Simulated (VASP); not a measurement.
Energy against volume of TiCo (CsCl type). Calculation: RPBE GGA, VASP's PBE PAW potentials (set 64) (plane waves; VASP 6.6.1). Settings: 520 eV cut-off, 12×12×12 Γ-centred mesh, first-order Methfessel-Paxton smearing of 0.10 eV, potentials Ti_sv Co.

```
V (Å³/atom)  E (eV/atom)
-----------  -----------
12.623          -7.30211
13.026          -7.32302
13.429          -7.32940
13.832          -7.32334
```

Task: Fit these four points and predict the energy of the run at 14.235 Å³/atom.

Result: A cubic in V^(−2/3), the third-order Birch-Murnaghan form, passes through the four points with V0 = 13.42 Å³/atom and B0 = 165 GPa, and gives -7.3066 eV/atom there. The run gave -7.3066 eV/atom, +0.0 meV/atom from the fit; all five points give B0 = 165 GPa.

The compound is TiCo in the CsCl type structure. It was relaxed first. The run is not spin-polarised, so no magnetic state was tried.
